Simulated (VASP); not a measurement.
Crystal: SnSe2.

```
Sn Se
1.0
     3.81100    0.00000    0.00000
    -1.90550    3.30042    0.00000
     0.00000    0.00000    6.13600
Sn Se
1 2
Cartesian
  0.0000 0.0000 0.0000
  0.0000 2.2003 1.5279
  1.9055 1.1001 4.6081
```

```yaml
Program: VASP 6.6.1
Task: relaxation of cell and atoms
Functional: LDA
Potentials_or_basis: VASP PAW LDA potentials, release 64 (Sn_d, Se)
Cutoff: 600 eV
k_mesh: 9 × 9 × 5
Occupations: gaussian, width 0.03 eV
Spin: no spin polarisation
```

At the start: pressure 1.0 GPa; volume 25.73 Å³/atom.

How do energy, volume and symmetry change on relaxing?

Over 16 steps the energy falls by 12.6 meV/atom and the volume is 24.62 Å³/atom (-4.3 %); space group P-3m1 (No. 164, to 0.05 Å).

Step by step:
```tsv
step	energy change (eV)	largest force (eV/Å)	pressure (GPa)	volume (Å³)
1	0.0000	0.5067	0.99	77.18
2	-0.0127	0.0140	-1.48	78.96
3	-0.0151	0.1300	-0.81	78.45
4	-0.0216	0.0895	-0.36	77.45
5	-0.0226	0.0638	-0.07	76.85
6	-0.0249	0.0798	0.05	76.48
7	-0.0301	0.1280	0.42	75.36
8	-0.0311	0.2212	1.38	73.13
9	-0.0324	0.1898	1.00	73.99
10	-0.0332	0.1749	0.91	73.97
11	-0.0354	0.1311	0.67	73.91
12	-0.0375	0.0463	0.20	73.80
13	-0.0376	0.0234	0.08	73.76
14	-0.0376	0.0203	0.06	73.76
15	-0.0377	0.0170	0.04	73.78
16	-0.0377	0.0076	-0.02	73.86
```

Final structure:
```
Sn Se
1.0
     3.80581    0.00000    0.00000
    -1.90290    3.29593    0.00000
     0.00000    0.00000    5.88789
Sn Se
1 2
Direct
  0.00000 0.00000 0.00000
  0.33333 0.66667 0.26777
  0.66667 0.33333 0.73223
```
